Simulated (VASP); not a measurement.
Output of a VASP run:

File OSZICAR:
```
...
DAV:   1    -0.153119206596E+03    0.13390E-03   -0.30260E-01   704   0.681E-01    0.894E-02
RMM:   2    -0.153119353278E+03   -0.14668E-03   -0.17756E-03   688   0.614E-02    0.217E-02
RMM:   3    -0.153119377604E+03   -0.24326E-04   -0.25611E-04   605   0.233E-02    0.153E-02
RMM:   4    -0.153119379029E+03   -0.14257E-05   -0.36858E-05   455   0.898E-03
   6 F= -.15311938E+03 E0= -.15308097E+03  d E =-.728777E-01
       N       E                     dE             d eps       ncg     rms          rms(c)
DAV:   1    -0.153119347375E+03    0.30228E-04   -0.81161E-02   728   0.352E-01    0.458E-02
RMM:   2    -0.153119386528E+03   -0.39153E-04   -0.47006E-04   637   0.318E-02    0.106E-02
RMM:   3    -0.153119392659E+03   -0.61305E-05   -0.67561E-05   497   0.120E-02    0.767E-03
RMM:   4    -0.153119392958E+03   -0.29916E-06   -0.99286E-06   362   0.455E-03
   7 F= -.15311939E+03 E0= -.15308100E+03  d E =-.728917E-01
       N       E                     dE             d eps       ncg     rms          rms(c)
DAV:   1    -0.153123156199E+03   -0.37635E-02   -0.42808E+00   704   0.282E+00    0.333E-01
RMM:   2    -0.153125370502E+03   -0.22143E-02   -0.26551E-02   688   0.259E-01    0.805E-02
RMM:   3    -0.153125726716E+03   -0.35621E-03   -0.38086E-03   689   0.988E-02    0.691E-02
RMM:   4    -0.153125735944E+03   -0.92276E-05   -0.51024E-04   689   0.375E-02    0.492E-02
RMM:   5    -0.153125737231E+03   -0.12871E-05   -0.14193E-04   613   0.191E-02    0.102E-02
RMM:   6    -0.153125738835E+03   -0.16035E-05   -0.24066E-05   446   0.733E-03
   8 F= -.15312574E+03 E0= -.15308725E+03  d E =-.634588E-02
       N       E                     dE             d eps       ncg     rms          rms(c)
DAV:   1    -0.153124861062E+03    0.87617E-03   -0.76297E+00   704   0.377E+00    0.442E-01
RMM:   2    -0.153128848072E+03   -0.39870E-02   -0.47449E-02   688   0.347E-01    0.108E-01
RMM:   3    -0.153129485092E+03   -0.63702E-03   -0.67989E-03   689   0.132E-01    0.940E-02
RMM:   4    -0.153129499023E+03   -0.13931E-04   -0.91035E-04   689   0.501E-02    0.651E-02
RMM:   5    -0.153129503638E+03   -0.46151E-05   -0.25112E-04   667   0.254E-02    0.141E-02
RMM:   6    -0.153129506395E+03   -0.27564E-05   -0.44100E-05   491   0.987E-03
   9 F= -.15312951E+03 E0= -.15309095E+03  d E =-.101134E-01
       N       E                     dE             d eps       ncg     rms          rms(c)
DAV:   1    -0.153129526447E+03   -0.22809E-04   -0.12074E-01   736   0.476E-01    0.511E-02
RMM:   2    -0.153129590887E+03   -0.64440E-04   -0.74933E-04   688   0.436E-02    0.140E-02
RMM:   3    -0.153129600925E+03   -0.10038E-04   -0.10518E-04   554   0.165E-02    0.148E-02
RMM:   4    -0.153129601157E+03   -0.23178E-06   -0.15151E-05   414   0.619E-03
  10 F= -.15312960E+03 E0= -.15309104E+03  d E =-.102082E-01
       N       E                     dE             d eps       ncg     rms          rms(c)
DAV:   1    -0.153130390671E+03   -0.78975E-03   -0.79847E-01   704   0.144E+00    0.195E-01
RMM:   2    -0.153131014441E+03   -0.62377E-03   -0.73618E-03   688   0.144E-01    0.490E-02
RMM:   3    -0.153131104870E+03   -0.90430E-04   -0.98678E-04   688   0.551E-02    0.411E-02
RMM:   4    -0.153131109942E+03   -0.50717E-05   -0.15188E-04   686   0.214E-02    0.267E-02
RMM:   5    -0.153131111487E+03   -0.15450E-05   -0.43234E-05   501   0.108E-02
  11 F= -.15313111E+03 E0= -.15309255E+03  d E =-.151033E-02
```

File OUTCAR:
```
------------------------ aborting loop because EDIFF is reached ----------------------------------------
  FORCE on cell =-STRESS in cart. coord.  units (eV):
  Direction    XX          YY          ZZ          XY          YZ          ZX
  --------------------------------------------------------------------------------------
  Total      -10.4205927    -10.4470442    -10.5089654      0.0803878     -0.0102578      0.0039851
  in kB       -7.1773884     -7.1956073     -7.2382568      0.0553687     -0.0070652      0.0027448
  external PRESSURE =      -7.2037508 kB  Pullay stress =       0.0000000 kB
  volume of cell :     2326.14
      direct lattice vectors                 reciprocal lattice vectors
    13.249887362  0.000000000  0.000000000     0.075472340  0.000000000  0.000000000
     0.000000000 13.249887362  0.000000000     0.000000000  0.075472340  0.000000000
     0.000000000  0.000000000 13.249887362     0.000000000  0.000000000  0.075472340
  FREE ENERGIE OF THE ION-ELECTRON SYSTEM (eV)
  ---------------------------------------------------
  free  energy   TOTEN  =      -153.1311114870 eV

  energy  without entropy=     -153.0539943381  energy(sigma->0) =     -153.09255291

 reached required accuracy - stopping structural energy minimisation
```
(Selected blocks of OUTCAR.)

### POSCAR
```
Cd32SbTe31
1
   13.2498873621     0.0000000000     0.0000000000
    0.0000000000    13.2498873621    -0.0000000000
   -0.0000000000    -0.0000000000    13.2498873621
Cd Te Sb
32 31 1
Direct
  0.5000000000   0.0000000000   0.0000000000
  0.7500000000   0.2500000000   0.0000000000
  0.7500000000   0.0000000000   0.2500000000
  0.0000000000   0.0000000000   0.0000000000
  0.2500000000   0.2500000000   0.0000000000
  0.5000000000   0.5000000000   0.0000000000
  0.7500000000   0.7500000000   0.0000000000
  0.2500000000   0.0000000000   0.2500000000
  0.4981260000   0.2466770000   0.2532960000
  0.7491590000   0.4990650000   0.2511700000
  0.5000000000   0.0000000000   0.5000000000
  0.7520800000   0.2485490000   0.5036900000
  0.7500000000   0.0000000000   0.7500000000
  0.0000000000   0.5000000000   0.0000000000
  0.2500000000   0.7500000000   0.0000000000
  0.0000000000   0.2500000000   0.2500000000
  0.2500000000   0.5000000000   0.2500000000
  0.5000000000   0.7500000000   0.2500000000
  0.0000000000   0.0000000000   0.5000000000
  0.2500000000   0.2500000000   0.5000000000
  0.4995900000   0.4978740000   0.5029760000
  0.7500000000   0.7500000000   0.5000000000
  0.2500000000   0.0000000000   0.7500000000
  0.5000000000   0.2500000000   0.7500000000
  0.7500000000   0.5000000000   0.7500000000
  0.0000000000   0.7500000000   0.2500000000
  0.0000000000   0.5000000000   0.5000000000
  0.2500000000   0.7500000000   0.5000000000
  0.0000000000   0.2500000000   0.7500000000
  0.2500000000   0.5000000000   0.7500000000
  0.5000000000   0.7500000000   0.7500000000
  0.0000000000   0.7500000000   0.7500000000
  0.6250000000   0.1250000000   0.1250000000
  0.8750000000   0.3750000000   0.1250000000
  0.8750000000   0.1250000000   0.3750000000
  0.1250000000   0.1250000000   0.1250000000
  0.3750000000   0.3750000000   0.1250000000
  0.6250000000   0.6250000000   0.1250000000
  0.8750000000   0.8750000000   0.1250000000
  0.3750000000   0.1250000000   0.3750000000
  0.8750000000   0.6250000000   0.3750000000
  0.6250000000   0.1250000000   0.6250000000
  0.8750000000   0.3750000000   0.6250000000
  0.8750000000   0.1250000000   0.8750000000
  0.1250000000   0.6250000000   0.1250000000
  0.3750000000   0.8750000000   0.1250000000
  0.1250000000   0.3750000000   0.3750000000
  0.3750000000   0.6250000000   0.3750000000
  0.6250000000   0.8750000000   0.3750000000
  0.1250000000   0.1250000000   0.6250000000
  0.3750000000   0.3750000000   0.6250000000
  0.6250000000   0.6250000000   0.6250000000
  0.8750000000   0.8750000000   0.6250000000
  0.3750000000   0.1250000000   0.8750000000
  0.6250000000   0.3750000000   0.8750000000
  0.8750000000   0.6250000000   0.8750000000
  0.1250000000   0.8750000000   0.3750000000
  0.1250000000   0.6250000000   0.6250000000
  0.3750000000   0.8750000000   0.6250000000
  0.1250000000   0.3750000000   0.8750000000
  0.3750000000   0.6250000000   0.8750000000
  0.6250000000   0.8750000000   0.8750000000
  0.1250000000   0.8750000000   0.8750000000
  0.6253600000   0.3786060000   0.3780660000
```

Question: Write an INCAR and KPOINTS that could have produced this output.

Answer: This is not unique; one that fits is the input of the run itself, PBE GGA, plane waves, VASP's PBE PAW potentials (set 64).

INCAR:
```
SYSTEM = Cd32SbTe31
PREC = Normal; ENCUT = 400; LREAL = Auto
LASPH = .True.; ISYM = 0; NELECT = 574.0
EDIFF = 1E-5; NELM = 100; NELMIN = 4
ALGO = Fast; LMAXMIX = 4
ISMEAR = 0; SIGMA = 0.05
GGA = PE
IBRION = 2; NSW = 60; ISIF = 2
EDIFFG = -0.03
LWAVE = .False.; LCHARG = .False.
```

KPOINTS:
```
Automatic mesh
0
Gamma
1 1 1
0 0 0
```

POTCAR, in this order: Cd Te Sb (PBE.64 set). Program: vasp_gam.

The cell is charged, with a uniform compensating background. The supercell is sampled at Γ alone, which is coarse: total energies, pressure and levels can be off, energies of defects by several tenths of an eV.

The cell is a supercell with a defect, built from CdTe (zinc blende): Sb_Te, charge +1. The run is not spin-polarised, so no state with unpaired spins was tried.
